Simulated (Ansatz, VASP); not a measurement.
**H13C10 (amorphous poly(phenylene vinylene) with methane at 250 K) in two plane-wave programs**

One calculation is typed for both programs; each brings its own data sets. How far apart do they land? Of the first pair: The structure shown is the start of the Ansatz relaxation below; VASP solves that cell, so the two are compared at the walk's first step.

Method: plane waves, with VASP 6.6.1 beside it; single point at LDA, in Ansatz 0.2.0.

## (1) The structure

The cell holds 138 atoms: 60 C and 78 H. Its edges and angles: a = 11.299 Å, b = 11.299 Å, c = 11.299 Å, α = 90.0°, β = 90.0°, γ = 90.0°. As first built, before any earlier steps moved the atoms (in the runner's words): 3 poly(phenylene vinylene) chains of 2 units, 6 methane placed at random, at 0.92 g/cm^3; overlaps pushed apart, then 20 ps at 800 K with MMFF94 bonds, angles, torsions, charges and radii (Halgren, J. Comput. Chem. 17, 490 (1996)) in harmonic and 12-6 forms; charges of ions scaled by 0.8. Snapshot after 30 ps at 250 K and fixed volume.

## (2) Ansatz: relaxation, LDA

Ansatz runs on its default PAW (the set named soft_2) files.

The two programs are compared at the cell with which this relaxation starts, whose forces are those of its first step.

The input, input.yaml:

```yaml
crystal:
  lattice:
    - [11.29937, 0.0, 0.0]
    - [0.0, 11.29937, 0.0]
    - [0.0, 0.0, 11.29937]
  atoms:
    - { symbol: C, position: [0.93048, 0.51854, 0.97401] }
    - { symbol: C, position: [0.9755, 0.44605, 0.07822] }
    - { symbol: C, position: [0.98921, 0.51283, 0.18094] }
    - { symbol: C, position: [0.03444, 0.45671, 0.28216] }
    - { symbol: C, position: [0.05076, 0.33256, 0.27995] }
    - { symbol: C, position: [0.03977, 0.27244, 0.17289] }
    - { symbol: C, position: [0.99582, 0.32943, 0.07214] }
    - { symbol: C, position: [0.08287, 0.26541, 0.38545] }
    - { symbol: C, position: [0.14262, 0.31466, 0.477] }
    - { symbol: C, position: [0.17022, 0.26729, 0.59053] }
    - { symbol: C, position: [0.24769, 0.31941, 0.66523] }
    - { symbol: C, position: [0.26485, 0.27628, 0.77606] }
    - { symbol: C, position: [0.21618, 0.17116, 0.81552] }
    - { symbol: C, position: [0.14335, 0.11679, 0.73221] }
    - { symbol: C, position: [0.11326, 0.16561, 0.62538] }
    - { symbol: C, position: [0.22627, 0.12462, 0.93855] }
    - { symbol: C, position: [0.31263, 0.16446, 0.00878] }
    - { symbol: C, position: [0.33148, 0.1096, 0.12363] }
    - { symbol: H, position: [0.95648, 0.46628, 0.8956] }
    - { symbol: H, position: [0.8369, 0.54001, 0.97339] }
    - { symbol: H, position: [0.97194, 0.60694, 0.96065] }
    - { symbol: H, position: [0.96848, 0.60801, 0.18184] }
    - { symbol: H, position: [0.03872, 0.50967, 0.36296] }
    - { symbol: H, position: [0.06092, 0.18401, 0.16933] }
    - { symbol: H, position: [0.98428, 0.28555, 0.98756] }
    - { symbol: H, position: [0.04784, 0.17687, 0.38651] }
    - { symbol: H, position: [0.15775, 0.40752, 0.46509] }
    - { symbol: H, position: [0.28955, 0.40044, 0.63541] }
    - { symbol: H, position: [0.31499, 0.33225, 0.83943] }
    - { symbol: H, position: [0.10599, 0.03121, 0.76009] }
[... 102 atom lines left out ...]
    - { symbol: H, position: [0.19888, 0.56469, 0.79317] }
    - { symbol: C, position: [0.38726, 0.38863, 0.34472] }
    - { symbol: H, position: [0.46336, 0.37472, 0.28589] }
    - { symbol: H, position: [0.40591, 0.32704, 0.41492] }
    - { symbol: H, position: [0.30541, 0.36066, 0.30621] }
    - { symbol: H, position: [0.38815, 0.47641, 0.38242] }
kpoints:
  mp_grid: { grid: [1, 1, 1] }
hamiltonian:
  xc: lda
scf:
  occupations: { method: gaussian, width: 0.05 }
output:
  forces: true
relax:
  f_tol: 0.05
  max_steps: 150
  cell: {}
```

Command:

```console
$ ansatz run input.yaml --threads 4 --pin off --max-ram 8192MiB --backend cpu --events-out ev --progress --plain --runs-dir out
```

Numbers of over 12 decimals in the logs are rounded to 6 here.

The log of the run:

```text
Engine: ansatz 0.2.0, x86_64-unknown-linux-gnu
Pseudopotentials: kind: paw
Pseudopotential: C, paw, valence charge 4, recommended cutoff 420 eV (normal), C.paw.azcp
Pseudopotential: H, paw, valence charge 1, recommended cutoff 420 eV (normal), H.paw.azcp
Functional definition: SPW92
  exchange = slater_x
  correlation = pw_c
Crystal: 138 atoms, lattice volume = 1442.656 Å³
Basis set: ecut = 420 eV, 28257 PW (Γ)
Bands: 297, of which v1, the nominal top of the filled ones, is band 159 counted from 1 (158 counted from 0)
Symmetry: 1 space group operations
Space group: P1 (ITA 1), of the structure as read, at distance tolerance 1.1e-4 Å
k-points: 1
Non-local potential: C, projectors of the file, l = 0: 2, l = 1: 2, l = 2: 1
Non-local potential: H, projectors of the file, l = 0: 2, l = 1: 1
PAW form: soft (Blöchl's): semilocal exchange-correlation on the pseudo side does not see the compensation charge
PAW frozen core: C, regenerated for the run's functional, and the local potential with it (the file was generated under x = pbe(κ = 0.804, μ = 0.219515), c = pbe(β = 0.066725))
PAW one-centre angular grid: C, 110 points (default); XC on 64 Gauss nodes
PAW one-centre angular grid: H, 110 points (default); XC on 64 Gauss nodes
Initial density: superposition of atomic densities (neutral atoms: chi_scale 0, normalization atom), corrected by the library's trained network
Initial wavefunctions: pseudopotential atomic-orbital guess
Functional: x = slater, c = lda
SCF iter   1: F=—  HF=-15793.877584 eV  |F-HF|=—  |Δ(HF+E_count)|=         —  Δρ=8.27e-3  dr2=7.21e-1  ethr=1.77e-3  ⟨swp⟩=5.0  Hψ=1211  notcnv=0  defer=118
preconditioner: auto → Resta (q_TF=auto, 2.120 Å⁻¹)  ε∞=2.4  [insulator: Δε(μ)=2.348 eV  Ē_g=14.739 eV  σ=0.050 eV  W_gap=1.00  n_scr=250 (ndim 8)  ℏωp=17.4 eV  f_vac=0.200  D(μ)=0.00/eV (n_scr^D=0)  ε∞_Penn≈2.4]
SCF iter   2: F=—  HF=-15793.678499 eV  |F-HF|=—  |Δ(HF+E_count)|=   1.99e-1  Δρ=3.54e-3  dr2=1.21e-1  ethr=2.27e-4  ⟨swp⟩=3.0  Hψ=488  notcnv=0  defer=132
SCF iter   3: F=—  HF=-15793.646639 eV  |F-HF|=—  |Δ(HF+E_count)|=   3.19e-2  Δρ=9.28e-4  dr2=1.54e-2  ethr=3.79e-5  ⟨swp⟩=2.0  Hψ=287  notcnv=0  defer=132
SCF iter   4: F=—  HF=-15793.645010 eV  |F-HF|=—  |Δ(HF+E_count)|=   1.63e-3  Δρ=2.98e-4  dr2=2.00e-3  ethr=4.86e-6  ⟨swp⟩=2.0  Hψ=318  notcnv=0  defer=132
SCF iter   5: F=—  HF=-15793.645091 eV  |F-HF|=—  |Δ(HF+E_count)|=   8.08e-5  Δρ=1.20e-4  dr2=3.22e-4  ethr=6.28e-7  ⟨swp⟩=2.0  Hψ=317  notcnv=0  defer=132
SCF iter   6: F=—  HF=-15793.645158 eV  |F-HF|=—  |Δ(HF+E_count)|=   6.76e-5  Δρ=5.00e-5  dr2=6.00e-5  ethr=1.01e-7  ⟨swp⟩=2.0  Hψ=318  notcnv=0  defer=132
SCF iter   7: F=—  HF=-15793.643912 eV  |F-HF|=—  |Δ(HF+E_count)|=   1.25e-3  Δρ=2.01e-5  dr2=8.75e-6  ethr=1.89e-8  ⟨swp⟩=2.0  Hψ=447  notcnv=0  defer=132
SCF iter   8: F=—  HF=-15793.643913 eV  |F-HF|=—  |Δ(HF+E_count)|=   9.47e-7  Δρ=6.46e-6  dr2=6.94e-7  ethr=2.75e-9  ⟨swp⟩=2.0  Hψ=318  notcnv=0  defer=132
SCF iter   9: F=—  HF=-15793.643913 eV  |F-HF|=—  |Δ(HF+E_count)|=   6.30e-7  Δρ=3.11e-6  dr2=2.12e-7  ethr=3.14e-11  ⟨swp⟩=4.0  Hψ=772  notcnv=0
SCF iter  10: F=-15793.643913 eV  HF=-15793.643913 eV  |F-HF|=7.85e-9  |Δ(HF+E_count)|=   9.13e-9  Δρ=8.90e-7  dr2=1.57e-8  ethr=3.14e-11  ⟨swp⟩=4.0  Hψ=745  notcnv=0
SCF 1 converged in 10 iterations: F = -15793.643913 eV  dr2 = 1.57e-8
  greatest PAW one-centre occupation: 0.689 electrons in one spin orbital (limit 2), on the C atom at site 41 (counted from 0), in its partial waves of l = 0
relax step   1: F+E_penalty+E_count = -15793.64391331 eV  Δ(F+E_penalty+E_count) = +0.000e0 eV  max|allowed force component| = 4.122e0 eV/Å  Δτ_max = 0.0000 Å  P = +2.194 GPa  Ω = 1442.656 Å³  (10 SCF iters, dr2 threshold 1.00e-7 eV, accepted)
Crystal: 138 atoms, lattice volume = 1426.625 Å³
Basis set: ecut = 420 eV, 27879 PW (Γ)
Initial density: handed on by an earlier stage of this run
Initial wavefunctions: those handed on with the density
iter 1 solved again at ethr=5.88e-4 eV; its pass at ethr=3.10e-3 eV (dr2=1.87e0 eV) is discarded
SCF iter   1: F=—  HF=-15798.146576 eV  |F-HF|=—  |Δ(HF+E_count)|=         —  Δρ=1.59e-2  dr2=1.88e0  ethr=5.88e-4  ⟨swp⟩=5.0  Hψ=1548  notcnv=0
preconditioner: auto → Resta (q_TF=auto, 2.124 Å⁻¹)  ε∞=2.4  [insulator: Δε(μ)=2.143 eV  Ē_g=14.649 eV  σ=0.050 eV  W_gap=1.00  n_scr=250 (ndim 8)  ℏωp=17.5 eV  f_vac=0.173  D(μ)=0.00/eV (n_scr^D=0)  ε∞_Penn≈2.4]
SCF iter   2: F=—  HF=-15797.664453 eV  |F-HF|=—  |Δ(HF+E_count)|=   4.82e-1  Δρ=7.10e-3  dr2=2.88e-1  ethr=5.88e-4  ⟨swp⟩=3.0  Hψ=570  notcnv=0
SCF iter   3: F=—  HF=-15797.609289 eV  |F-HF|=—  |Δ(HF+E_count)|=   5.52e-2  Δρ=1.72e-3  dr2=3.17e-2  ethr=9.06e-5  ⟨swp⟩=3.0  Hψ=594  notcnv=0
SCF iter   4: F=—  HF=-15797.604353 eV  |F-HF|=—  |Δ(HF+E_count)|=   4.94e-3  Δρ=4.57e-4  dr2=2.45e-3  ethr=9.96e-6  ⟨swp⟩=2.0  Hψ=404  notcnv=0
[...]
- { symbol: H, position: [0.140070, 0.075231, 0.957535] }
    - { symbol: H, position: [0.344699, 0.278342, 1.014403] }
    - { symbol: H, position: [0.378281, 0.126506, 0.187202] }
    - { symbol: H, position: [0.238805, 0.229122, 0.206859] }
    - { symbol: H, position: [0.215517, 0.069959, 0.154602] }
    - { symbol: C, position: [0.556295, 0.886735, 0.00481923] }
    - { symbol: C, position: [0.576631, 0.827808, 0.121346] }
    - { symbol: C, position: [0.680080, 0.738702, 0.146461] }
    - { symbol: C, position: [0.691090, 0.676308, 0.251904] }
    - { symbol: C, position: [0.601549, 0.704399, 0.338907] }
    - { symbol: C, position: [0.500083, 0.796014, 0.314667] }
    - { symbol: C, position: [0.487290, 0.855077, 0.207906] }
    - { symbol: C, position: [0.611808, 0.637723, 0.448262] }
    - { symbol: C, position: [0.565443, 0.681491, 0.550406] }
    - { symbol: C, position: [0.571486, 0.608085, 0.655848] }
    - { symbol: C, position: [0.588335, 0.667714, 0.765708] }
    - { symbol: C, position: [0.601630, 0.596901, 0.866149] }
    - { symbol: C, position: [0.596411, 0.464149, 0.862574] }
    - { symbol: C, position: [0.574673, 0.405188, 0.752852] }
    - { symbol: C, position: [0.563158, 0.475080, 0.652118] }
    - { symbol: C, position: [0.614625, 0.395723, 0.971152] }
    - { symbol: C, position: [0.606754, 0.270245, -0.013199] }
    - { symbol: C, position: [0.630281, 0.209041, 0.101167] }
    - { symbol: H, position: [0.504400, -0.018642, 0.00982297] }
    - { symbol: H, position: [0.650023, 0.896487, 0.961444] }
    - { symbol: H, position: [0.493587, 0.827401, 0.945125] }
    - { symbol: H, position: [0.754448, 0.718108, 0.081374] }
    - { symbol: H, position: [0.772633, 0.605345, 0.268528] }
    - { symbol: H, position: [0.427395, 0.818477, 0.380741] }
    - { symbol: H, position: [0.403446, 0.922899, 0.189509] }
    - { symbol: H, position: [0.664504, 0.543767, 0.446735] }
    - { symbol: H, position: [0.526339, 0.780938, 0.557479] }
    - { symbol: H, position: [0.594711, 0.771686, 0.771055] }
    - { symbol: H, position: [0.616591, 0.644579, 0.951757] }
    - { symbol: H, position: [0.565077, 0.301590, 0.746725] }
    - { symbol: H, position: [0.545534, 0.426730, 0.567175] }
    - { symbol: H, position: [0.638702, 0.455664, 0.048945] }
    - { symbol: H, position: [0.581925, 0.207080, 0.911408] }
    - { symbol: H, position: [0.546134, 0.152145, 0.123398] }
    - { symbol: H, position: [0.717049, 0.140615, 0.101457] }
    - { symbol: H, position: [0.649537, 0.279385, 0.172321] }
    - { symbol: C, position: [0.178830, 0.776622, 0.509728] }
    - { symbol: C, position: [0.114197, 0.813968, 0.395379] }
    - { symbol: C, position: [0.00150456, 0.895019, 0.389011] }
    - { symbol: C, position: [0.943038, 0.930901, 0.282142] }
    - { symbol: C, position: [-0.00422006, 0.888309, 0.177010] }
    - { symbol: C, position: [0.110378, 0.808636, 0.183779] }
[...]
- { symbol: C, position: [0.555496, 0.084370, 0.525363] }
    - { symbol: C, position: [0.472156, 0.105563, 0.417882] }
    - { symbol: H, position: [0.118455, 0.807446, 0.583513] }
[...]
- { symbol: C, position: [0.917758, 0.550378, 0.597907] }
[...]
- { symbol: C, position: [0.352379, 0.589348, 0.065910] }
[...]
- { symbol: C, position: [0.382620, 0.950091, 0.735480] }
[...]
- { symbol: C, position: [0.722782, 0.313757, 0.400679] }
[...]
- { symbol: C, position: [0.216719, 0.644571, 0.793182] }
    - { symbol: H, position: [0.201420, 0.745041, 0.821019] }
    - { symbol: H, position: [0.322112, 0.625561, 0.776803] }
    - { symbol: H, position: [0.155848, 0.626095, 0.712687] }
    - { symbol: H, position: [0.188561, 0.581200, 0.862047] }
    - { symbol: C, position: [0.377236, 0.432831, 0.314193] }
    - { symbol: H, position: [0.441967, 0.388936, 0.248687] }
    - { symbol: H, position: [0.364526, 0.365377, 0.384555] }
    - { symbol: H, position: [0.279788, 0.456950, 0.271258] }
    - { symbol: H, position: [0.421735, 0.519728, 0.350869] }
```

In the SCF lines HF is the Harris–Foulkes energy and dr2 the Hartree energy of the density residual, in eV; the loop may stop once dr2 is under the threshold and the program's other checks hold. Hψ counts applications of the Hamiltonian.

## (3) VASP: single point, LDA, start cell, pair 1

The same cell, functional (in two slightly different forms), mesh and smearing now go to VASP, with its own data sets.

Lines of VASP's logs that name or quote its potential files are left out, and so is its time.

The input, INCAR:

```
SYSTEM = H13C10
PREC = Accurate
ENCUT = 520
EDIFF = 1E-06
NELM = 120
ISMEAR = 0
SIGMA = 0.05
LREAL = Auto
ALGO = Normal
GGA = CA
NBANDS = 255
LORBIT = 11
LWAVE = .FALSE.
LCHARG = .FALSE.
ISIF = 2
LASPH = .TRUE.
GGA_COMPAT = .FALSE.
EFERMI = MIDGAP
```

The input, POSCAR:

```
H13C10
1.0
   11.2993700000      0.0000000000      0.0000000000
    0.0000000000     11.2993700000      0.0000000000
    0.0000000000      0.0000000000     11.2993700000
C H
60 78
Direct
    0.9304766549      0.5185421842      0.9740100554
    0.9754968640      0.4460514170      0.0782167501
    0.9892055929      0.5128339014      0.1809392913
    0.0344443982      0.4567068783      0.2821573238
    0.0507638921      0.3325583639      0.2799536611
    0.0397721289      0.2724399679      0.1728857450
    0.9958165809      0.3294342959      0.0721367651
    0.0828718769      0.2654130275      0.3854462682
    0.1426185708      0.3146635609      0.4770000451
    0.1702218796      0.2672892382      0.5905284985
    0.2476863754      0.3194071882      0.6652317784
    0.2648466242      0.2762808900      0.7760609662
    0.2161801941      0.1711599850      0.8155233433
    0.1433531250      0.1167941222      0.7322089639
    0.1132629518      0.1656110031      0.6253799991
    0.2262692522      0.1246175672      0.9385479013
    0.3126280492      0.1644604965      0.0087792505
    0.3314786577      0.1095990307      0.1236263615
    0.5658811066      0.9100595874      0.0144432831
    0.5648633508      0.8367015152      0.1241131143
    0.6771439470      0.8004782568      0.1562830494
    0.6895871186      0.7467761477      0.2665458340
    0.5894930425      0.7211818004      0.3359302333
    0.4799205619      0.7533163353      0.2983175168
    0.4667162860      0.8166030496      0.1981703405
    0.6032991220      0.6651698281      0.4546979168
    0.5275338360      0.6869232532      0.5403398597
    0.5509510707      0.6313626335      0.6536736119
    0.5724566945      0.6935165412      0.7588830174
    0.5947057225      0.6361416610      0.8642163236
[... 102 atom lines left out ...]
    0.0696499008      0.5043732527      0.7098271851
    0.1988783445      0.5646863498      0.7931681147
    0.4633621166      0.3747200065      0.2858920453
    0.4059075860      0.3270359321      0.4149169378
    0.3054064076      0.3606572756      0.3062117622
    0.3881455338      0.4764070917      0.3824195508
```

The input, KPOINTS:

```
Automatic mesh
0
Gamma
1 1 1
0 0 0
```

The projector-augmented-wave data sets are C and H (LDA family, release 64).

Command:

```console
$ export OMP_NUM_THREADS=3
$ mpirun -np 1 vasp_gam
```

The log of the run:

```text
[banner, memory and clock lines left out]
running    1 mpi-ranks, on    1 nodes
[...]
Offloading initialized ...    1 GPUs detected
[...]
LDA part: xc-table for (Slater(with rela. corr.)+CA(PZ))
 , standard interpolation
 POSCAR, INCAR and KPOINTS ok, starting setup
[...]
entering main loop
       N       E                     dE             d eps       ncg     rms          rms(c)
DAV:   1     0.189187965182E+04    0.18919E+04   -0.15791E+05   510   0.113E+03
DAV:   2    -0.724657266476E+03   -0.26165E+04   -0.24723E+04   637   0.260E+02
DAV:   3    -0.972638069771E+03   -0.24798E+03   -0.24566E+03   644   0.805E+01
DAV:   4    -0.979264056050E+03   -0.66260E+01   -0.66088E+01   652   0.154E+01
[...]
DAV:  16    -0.875202006565E+03    0.61842E-05   -0.13912E-05   620   0.148E-02    0.613E-03
DAV:  17    -0.875202004970E+03    0.15947E-05   -0.13000E-05   676   0.107E-02    0.331E-03
DAV:  18    -0.875202005323E+03   -0.35203E-06   -0.54435E-06   612   0.542E-03
   1 F= -.87520201E+03 E0= -.87520201E+03  d E =0.000000E+00
```

OUTCAR, selected parts (step 3):

```text
  FREE ENERGIE OF THE ION-ELECTRON SYSTEM (eV)
  ---------------------------------------------------
  free  energy   TOTEN  =      -875.2020053225 eV

  energy  without entropy=     -875.2020053225  energy(sigma->0) =     -875.20200532
```

The run ends at a pressure of 2.35 GPa, with forces up to 4.5 eV/Å.

## (4) Side by side

Known differences besides the potentials themselves: the two LDA forms differ slightly; the cutoff is 420 eV in Ansatz and 520 eV in VASP (PREC = Accurate, projectors in real space); VASP's log shows a relativistic correction to its local exchange, Ansatz's none. Total energies have different zeros and are not compared.

Forces on 10 of the 138 atoms, those with the largest forces and the largest differences (eV/Å; atoms numbered as in POSCAR):

```tsv
atom	Ansatz x, y, z	VASP x, y, z
C2	-1.577, 4.122, -0.762	-1.582, 4.121, -0.776
C6	-1.287, 2.485, -0.269	-1.266, 2.437, -0.272
C16	1.517, 1.506, -2.263	1.498, 1.494, -2.263
C18	1.105, 2.615, 0.926	1.103, 2.593, 0.962
C26	-1.774, 1.951, -2.920	-1.760, 1.930, -2.913
C37	-1.525, -2.343, 0.771	-1.499, -2.328, 0.786
C50	1.326, 2.369, 2.633	1.310, 2.333, 2.604
H94	0.373, -0.505, -0.100	0.348, -0.550, -0.095
H98	2.406, 1.457, 0.503	2.436, 1.470, 0.509
H127	-0.078, 0.098, -0.293	-0.043, 0.135, -0.298
```

The forces differ by 22 meV/Å r.m.s., which is 2.4 % of the r.m.s. force of 0.909 eV/Å (both taken over all components).

(Continued in part 2 of 2.)

[Lines on the potential files, build, host, timing and source positions are cut from VASP's logs without a mark.]

[Logs are printed without paths, hosts, clocks, repeated set-up lines and the standing remarks that a program may print on its own settings, such as how far it seeks lower states.]

[Hosts, paths, dates, database ids (printed as entryN), source tags and the programs' standing remarks are cut or masked in the printed files.]

[The MMFF94 radii named for the starting cell were scaled by 0.96; in molecules described by MMFF94, hydrogen bound to N, O or S took a small fixed 12-6 site in their place.]
